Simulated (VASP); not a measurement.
Input:

```
CELL_PARAMETERS angstrom
      2.57880     0.00000     0.00000
      0.00000     2.57880     0.00000
      0.00000     0.00000     2.57880
ATOMIC_POSITIONS crystal
  Cu 0.00000 0.00000 0.00000
  F  0.50000 0.50000 0.50000
```

Method: PBEsol GGA, VASP's PBE PAW potentials (set 64) (plane waves; VASP). Settings: 620 eV cut-off, 14×14×14 Γ-centred mesh, first-order Methfessel-Paxton smearing of 0.10 eV, potentials Cu F.

Energy and stress use the plane-wave basis of the starting cell.

**Question.** The ions, cell shape and volume at an external pressure of 45.0 GPa are relaxed. Give the cell that the relaxation ends in.

**Answer.** 
```
CELL_PARAMETERS angstrom
      2.53345     0.00000     0.00000
      0.00000     2.53345     0.00000
      0.00000     0.00000     2.53345
ATOMIC_POSITIONS crystal
  Cu 0.00000 0.00000 0.00000
  F  0.50000 0.50000 0.50000
```
Space group Pm-3m (221), at a tolerance of 0.03 Å.

**Question.** How do energy and volume change from the first to the last step?

**Answer.** The energy (σ→0) changes by +102.9 meV/atom and the volume by -5.2 %, in 3 ionic steps.

```tsv
step	E(σ→0) (eV)	max force (eV/Å)	pressure (GPa)	volume (Å³)
1	-7.3936	0.000	30.03	17.15
2	-6.8331	0.000	67.39	15.24
3	-7.1878	0.000	44.87	16.26
```

The structure was generated: CuF was put into the CsCl type type (Pm-3m), which need not be its known phase. This run relaxes it under an external pressure of 45 GPa. Symmetry was kept, so distortions that lower it aren't found.
